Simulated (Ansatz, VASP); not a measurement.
**SnP4 in VASP and in Ansatz**

```
Sn P
1.0
     3.29179    0.00000    0.00000
    -1.64589    2.85077    0.00000
     0.00000    0.00000   11.92233
Sn P
1 4
Direct
  0.00000 0.00000 0.00000
  0.33333 0.66667 0.22400
  0.66667 0.33333 0.32840
  0.66667 0.33333 0.77600
  0.33333 0.66667 0.67160
```

Alike in both runs: functional PBE; k mesh 12 × 12 × 4; occupations gaussian, width 0.1 eV; no spin polarisation.

Ansatz relaxed the structure, and its values are those at the end. VASP's run is a single point on that final structure, the one shown.

|  | VASP | Ansatz |
| --- | --- | --- |
| version | VASP 6.6.1 | Ansatz 0.2.0 |
| potentials or method | VASP PAW PBE potentials, release 64 (Sn_d, P) | scalar-relativistic, plane waves, PAW |
| plane-wave cutoff (eV) | 520 | 420 |
| valence electrons in the cell | 34 | 34 |

Ansatz gave:

| Item | Value |
| --- | --- |
| gap on the k mesh at the Fermi level (eV) | none |
| pressure (GPa) | 0.0 |
| rms of the force components (eV/Å) | 0.000 |

Problem. What did VASP give for the same quantities?

Solution. gap on the k mesh at the Fermi level (eV): none; pressure (GPa): -0.2; rms of the force components (eV/Å): 0.035.

A gap of «none» marks a metal or a gap that the smearing closes.

Caveats: this functional lacks dispersion, which binds the layers, so the pressure and a relaxed spacing across them are unreliable.
